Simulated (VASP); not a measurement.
Consider the following.

```
CELL_PARAMETERS angstrom
      0.00000     3.20412     3.20412
      3.20412     0.00000     3.20412
      3.20412     3.20412     0.00000
ATOMIC_POSITIONS crystal
  Mg 0.25000 0.25000 0.25000
  Mg 0.75000 0.75000 0.75000
  Ge 0.00000 0.00000 0.00000
```

Calculation: PW91 GGA, VASP's PBE PAW potentials (set 64) (plane waves; VASP). Numerical set-up: 520 eV cut-off, 7×7×7 Γ-centred mesh, tetrahedra with Blöchl corrections, potentials Mg Ge_d.

Q: Estimate the energy per atom (σ→0).

A: 
The energy per atom (σ→0) is -2801 meV/atom.

Only differences to runs with the same potentials and settings are physical.

The compound is Mg2Ge in the antifluorite structure. It was relaxed first.
